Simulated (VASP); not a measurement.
Here is the system:

```yaml
crystal:
  lattice:
    - [0.00000, 2.72880, 2.72880]
    - [2.72880, 0.00000, 2.72880]
    - [2.72880, 2.72880, 0.00000]
  atoms:
    - { symbol: Na, position: [0.00000, 0.00000, 0.00000] }
    - { symbol: Cl, position: [0.50000, 0.50000, 0.50000] }
```

Computed with LDA (Ceperley-Alder, Perdew-Zunger), VASP's LDA PAW potentials (set 64) (plane waves; VASP). Numerical set-up: 400 eV cut-off, 8×8×8 Γ-centred mesh, Gaussian smearing of 0.010 eV, potentials Na_pv Cl.

Question: Give the electronic dielectric tensor ε∞ (DFPT, local fields included).

Answer: 
```
2.67  0.00  0.00
0.00  2.67  0.00
0.00  0.00  2.67
```

Question: Give the Born effective charges.

Answer: 
```tsv
atom	Z*xx	Z*yy	Z*zz	mean
Na1	1.07	1.07	1.07	1.07
Cl2	-1.07	-1.07	-1.07	-1.07
```

The compound is NaCl in the rock salt structure. It was relaxed first, which changed the volume by -9 %.
